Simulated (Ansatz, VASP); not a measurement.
**WC (Qusongite): VASP beside Ansatz**

Aim: how closely do two programs agree when they are given the same cell, functional and k mesh? The cell is taken from a series of VASP runs on this material, whose earlier steps may have relaxed, scaled or displaced it; both programs get it as it stands.

Program: Ansatz 0.2.0. Level of theory: plane waves, with VASP 6.6.1 beside it; relaxation of cell and atoms at HSE06. Results are calculated unless marked as measured.

### Step 1. Starting point

The structure is hexagonal, space group P-6m2 (No. 187). The conventional cell has a = 2.907 Å, b = 2.907 Å, c = 2.837 Å, α = 90.00°, β = 90.00°, γ = 120.00°. Nearest to W lie 6 C at 2.20 Å. Nearest to C lie 6 W at 2.20 Å. Farther neighbours are not listed.

### Step 2. VASP: relaxation of cell and atoms, HSE06

The relaxed volume is the usual yardstick between codes: its relative difference is about their pressure difference at one cell divided by the bulk modulus.

Lines of VASP's logs that name or quote its potential files are left out, and so is its time.

The run reads the wave functions of an earlier VASP run, which isn't shown here.

File INCAR:

```
SYSTEM = WC
PREC = Accurate
ENCUT = 520
EDIFF = 1E-06
NELM = 100
ISMEAR = 0
SIGMA = 0.03
LREAL = .FALSE.
ALGO = Normal
LHFCALC = .TRUE.
AEXX = 0.25
GGA = PE
HFSCREEN = 0.2
LASPH = .TRUE.
PRECFOCK = Fast
LORBIT = 11
LWAVE = .FALSE.
LCHARG = .FALSE.
KPAR = 2
IBRION = 2
NSW = 50
ISIF = 3
EDIFFG = -0.01
```

File POSCAR:

```
WC
1.0
    2.9065000000      0.0000000000      0.0000000000
   -1.4532500000      2.5171028361      0.0000000000
    0.0000000000      0.0000000000      2.8366000000
W C
1 1
Direct
    0.0000000000      0.0000000000      0.0000000000
    0.6666666667      0.3333333333      0.5000000000
```

File KPOINTS:

```
Automatic mesh
0
Gamma
6 6 5
0 0 0
```

The projector-augmented-wave data sets are W and C (PBE family, release 64).

On the command line:

```console
mpirun -np 2 vasp_std
```

Numbers of over 12 decimals in the logs are rounded to 6 here.

The program printed:

```text
[banner, memory and clock lines left out]
running    2 mpi-ranks, on    1 nodes
 distrk:  each k-point on    1 cores,    2 groups
 distr:  one band on    1 cores,    1 groups

 POSCAR found type information on POSCAR W C
 POSCAR found :  2 types and       2 ions
 LDA part: xc-table for (Slater+PW92), standard interpolation
 found WAVECAR, reading the header
 POSCAR, INCAR and KPOINTS ok, starting setup
 FFT: planning ... GRIDC
 FFT: planning ... GRID_SOFT
 FFT: planning ... GRID
 reading WAVECAR
 the WAVECAR file was read successfully
 initial charge from wavefunction
 entering main loop
       N       E                     dE             d eps       ncg     rms          rms(c)
DAV:   1    -0.261714510808E+02   -0.26171E+02   -0.87976E-01   385   0.148E+01    0.958E+00
DAV:   2    -0.261647114930E+02    0.67396E-02   -0.21003E-02   406   0.120E+00    0.547E+00
DAV:   3    -0.261638443777E+02    0.86712E-03   -0.91668E-03   560   0.728E-01    0.308E+00
DAV:   4    -0.261635028579E+02    0.34152E-03   -0.52463E-04   391   0.195E-01    0.182E+00
DAV:   5    -0.261633774207E+02    0.12544E-03   -0.42085E-04   398   0.147E-01    0.110E+00
DAV:   6    -0.261633708870E+02    0.65337E-05   -0.54384E-05   442   0.697E-02    0.629E-01
DAV:   7    -0.261633664269E+02    0.44601E-05   -0.12571E-05   513   0.316E-02    0.362E-01
DAV:   8    -0.261633672825E+02   -0.85553E-06   -0.25998E-06   315   0.139E-02
   1 F= -.26163367E+02 E0= -.26163014E+02  d E =-.261634E+02
[... from here on, the cycles between the ionic steps are left out ...]
   2 F= -.26088449E+02 E0= -.26088095E+02  d E =0.749187E-01
   3 F= -.26171178E+02 E0= -.26170824E+02  d E =-.781026E-02
   4 F= -.26171182E+02 E0= -.26170828E+02  d E =-.781445E-02
   5 F= -.26171180E+02 E0= -.26170827E+02  d E =-.781265E-02
   6 F= -.26171170E+02 E0= -.26170817E+02  d E =0.997482E-05
   7 F= -.26171202E+02 E0= -.26170849E+02  d E =-.222431E-04
   8 F= -.26171202E+02 E0= -.26170849E+02  d E =-.220917E-04
   9 F= -.26171193E+02 E0= -.26170839E+02  d E =0.951615E-05
 trial-energy change:    0.000010  1 .order    0.000007   -0.000015    0.000030
 step:   0.2522(harm=  0.2522)  dis= 0.00000  next Energy=   -26.171205 (dE=-0.254E-05)
 bond charge predicted
       N       E                     dE             d eps       ncg     rms          rms(c)
DAV:   1    -0.261712038713E+02   -0.10677E-04   -0.16388E-04   378   0.127E-01    0.428E-02
DAV:   2    -0.261712041618E+02   -0.29048E-06   -0.78359E-07   412   0.101E-02
  10 F= -.26171204E+02 E0= -.26170851E+02  d E =-.213481E-05
 curvature:  -0.13 expect dE=-0.272E-06 dE for cont linesearch -0.270E-06
 trial: gam= 0.00000 g(F)=  0.658E-47 g(S)=  0.216E-05 ort =-0.657E-05 (trialstep = 0.652E+00)
 search vector abs. value=  0.216E-05
 reached required accuracy - stopping structural energy minimisation
```

OUTCAR, selected parts (step 2):

```text
ion  position               nearest neighbor table
   1  0.000  0.000  0.000-   2 2.20   2 2.20   2 2.20   2 2.20   2 2.20   2 2.20
   2  0.667  0.333  0.500-   1 2.20   1 2.20   1 2.20   1 2.20   1 2.20   1 2.20

  LATTYP: Found a hexagonal cell.
 ALAT       =     2.9065000000
 C/A-ratio  =     0.9759504559

 Subroutine GETGRP returns: Found 12 space group operations
 (whereof 12 operations were pure point group operations)

The static configuration has the point symmetry D_3h.

 Found     21 irreducible k-points:

   k-points           NKPTS =     21   k-points in BZ     NKDIM =    180   number of bands    NBANDS=      9

   dimension x,y,z NGX =    24 NGY =   24 NGZ =   24
   dimension x,y,z NGXF=    48 NGYF=   48 NGZF=   48

   ENCUT  =  520.0 eV  38.22 Ry    6.18 a.u.   5.40  5.40  5.27*2*pi/ulx,y,z

   NELECT =      10.0000    total number of electrons

 k-points in reciprocal lattice and weights: Automatic mesh
   0.00000000  0.00000000  0.00000000       0.006
   0.16666667  0.00000000  0.00000000       0.033
   0.33333333  0.00000000  0.00000000       0.033
   0.50000000  0.00000000  0.00000000       0.017
   0.16666667  0.16666667  0.00000000       0.033
   0.33333333  0.16666667  0.00000000       0.067
   0.33333333  0.33333333  0.00000000       0.011
   0.00000000  0.00000000  0.20000000       0.011
   0.16666667  0.00000000  0.20000000       0.067
[...]
0.33333333  0.16666667  0.40000000       0.133
   0.33333333  0.33333333  0.40000000       0.022

  exchange ACFDT corr.  =         0.00000000  see jH, gK, PRB 81, 115126

 average (electrostatic) potential at core
       1 -32.9228       2 -42.1943

 E-fermi :   8.6871

 k-point     1 :       0.0000    0.0000    0.0000
  band No.  band energies     occupation
      1      -8.1699      2.00000
      2       3.1761      2.00000
      3       4.2393      2.00000
      4       4.2393      2.00000
      5       8.3602      2.00000
      6      12.1706      0.00000
      7      12.1706      0.00000
      8      14.9527      0.00000
      9      14.9527      0.00000

 k-point     2 :       0.1667    0.0000    0.0000
  band No.  band energies     occupation
      1      -7.4294      2.00000
      2       2.7332      2.00000
      3       3.9816      2.00000
      4       4.9974      2.00000
      5       6.6378      2.00000
      6      11.9037      0.00000
      7      13.5794      0.00000
      8      14.0702      0.00000
      9      14.4250      0.00000

 k-point     3 :       0.3333    0.0000    0.0000
  band No.  band energies     occupation
      1      -5.6861      2.00000
      2       0.9153      2.00000
      3       4.4285      2.00000
      4       4.7507      2.00000
      5       6.6645      2.00000
      6      11.4087      0.00000
      7      12.6779      0.00000
      8      13.7092      0.00000
      9      15.9155      0.00000

  Total       -0.0041288     -0.0041288     -0.0074433     -0.0000000     -0.0000000      0.0000000
  in kB       -0.3237080     -0.3237080     -0.5835728     -0.0000000     -0.0000000      0.0000000
  external PRESSURE =      -0.4103296 kB  Pullay stress =       0.0000000 kB

  energy-cutoff  :      520.00
  volume of cell :       20.44
      direct lattice vectors                 reciprocal lattice vectors
     2.895813602  0.000000000  0.000000000     0.345326094  0.199374113 -0.000000000
    -1.447906801  2.507848144 -0.000000000    -0.000000000  0.398748227 -0.000000000
    -0.000000000  0.000000000  2.813907595    -0.000000000  0.000000000  0.355377697

 POSITION                                       TOTAL-FORCE (eV/Angst)
 -----------------------------------------------------------------------------------
     -0.00000      0.00000     -0.00000         0.000000      0.000000      0.000000
      1.44791      0.83595      1.40695        -0.000000     -0.000000      0.000000
 -----------------------------------------------------------------------------------
    total drift:                                0.000001     -0.000000     -0.000000

  FREE ENERGIE OF THE ION-ELECTRON SYSTEM (eV)
  ---------------------------------------------------
  free  energy   TOTEN  =       -26.1712041618 eV

  energy  without entropy=      -26.1704974766  energy(sigma->0) =      -26.17085082

 reached required accuracy - stopping structural energy minimisation

 total charge
# of ion       s       p       d       tot
------------------------------------------
    1        0.742   0.940   4.610   6.293
    2        0.859   1.577   0.000   2.436
--------------------------------------------------
tot          1.601   2.518   4.610   8.729

[... 3 further parts left out ...]
```

The data set W keeps the semicore shell frozen, which is cheaper and a little less accurate. The run keeps the 12 symmetry operations of its start, so it cannot find a distortion of lower symmetry.

[end of part 1 of 2]

[Lines on the potential files, build, host, timing and source positions are cut from VASP's logs without a mark.]

[Logs are printed without paths, hosts, clocks, repeated set-up lines and the standing remarks that a program may print on its own settings, such as how far it seeks lower states.]

[Hosts, paths, dates, database ids (printed as entryN), source tags and the programs' standing remarks are cut or masked in the printed files.]
